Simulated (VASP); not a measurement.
Computed with vdW-DF-cx, VASP's PBE PAW potentials (set 64) (plane waves; VASP 6.6.1).

A VASP calculation is set up with these files.

File KPOINTS:
```
Automatic mesh
0
Gamma
12 12 12
0 0 0
```

POSCAR:
```
Na
1
   -2.1084833774     2.1084833774     2.1084833774
    2.1084833774    -2.1084833774     2.1084833774
    2.1084833774     2.1084833774    -2.1084833774
Na
1
Direct
  0.0000000000   0.0000000000   0.0000000000
```

INCAR:
```
# general
SYSTEM  =Na
PREC    =Accurate
ENCUT   =520
LREAL   =.FALSE.
LASPH   =.TRUE.

# electronic loop
EDIFF   =1E-7
NELM    =100
ALGO    =Normal

# smearing
ISMEAR  =1
SIGMA   =0.1

# functional
GGA     =CX
LUSE_VDW=.TRUE.
AGGAC   =0.0

# ions
ISIF    =2

# output
LWAVE   =.FALSE.
LCHARG  =.FALSE.
```

POTCAR, in this order: Na_pv (PBE.64 set). Program: vasp_std.

Question: Estimate the energy per atom (σ→0), band gap (on the k-mesh).

Answer: 
```
Item                                                        Result
------------------------  ----------------------------------------
energy per atom (σ→0)                                0.887 eV/atom
band gap (on the k-mesh)  none (metal, semimetal or under 0.01 eV)
```

**OSZICAR**
```
...
DAV:   4     0.892045556010E+00   -0.32674E-02   -0.32674E-02  1253   0.223E+00
DAV:   5     0.892000155015E+00   -0.45401E-04   -0.45401E-04  1316   0.220E-01    0.230E-01
DAV:   6     0.889280601759E+00   -0.27196E-02   -0.10247E-03  1099   0.302E-01    0.157E-01
DAV:   7     0.887094665405E+00   -0.21859E-02   -0.38575E-03  1036   0.621E-01    0.882E-03
DAV:   8     0.887074570781E+00   -0.20095E-04   -0.25568E-05  1260   0.549E-02    0.414E-03
DAV:   9     0.887066855850E+00   -0.77149E-05   -0.13733E-05  1071   0.275E-02    0.683E-04
DAV:  10     0.887066806497E+00   -0.49353E-07   -0.13766E-07  1232   0.529E-03
   1 F= 0.88706681E+00 E0= 0.88733450E+00  d E =-.803093E-03
```

The compound is Na in the bcc structure. This cell is one point of a volume scan, at 0.97 of the reference volume.
